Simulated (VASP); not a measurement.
Consider the following.

```
Mg2Sn
1.0
    0.00000     3.40386     3.40386
    3.40386     0.00000     3.40386
    3.40386     3.40386     0.00000
Mg Sn
2 1
Cartesian
  1.70193   1.70193   1.70193
  5.10579   5.10579   5.10579
  0.00000   0.00000   0.00000
```

These are PBE GGA, VASP's PBE PAW potentials (set 64) (plane waves; VASP) values and carry that method's errors. Run with 480 eV cut-off, 8×8×8 Γ-centred mesh, first-order Methfessel-Paxton smearing of 0.10 eV, potentials Mg Sn_d.

Unless said otherwise, spin-orbit coupling is left out, though it shifts the bands of the heavy elements here.

What does the run give for the energy per atom (σ→0), band gap (on the k-mesh) with the smallest direct gap where there is one?

| Item | Result |
|---|---|
| band gap (on the k-mesh) | none (metal, semimetal or under 0.01 eV) |
| energy per atom (σ→0) | -2.476 eV/atom |

Total energies compare only between runs with the same potentials, cut-off and functional.

The compound is Mg2Sn in the antifluorite structure. It was relaxed first.
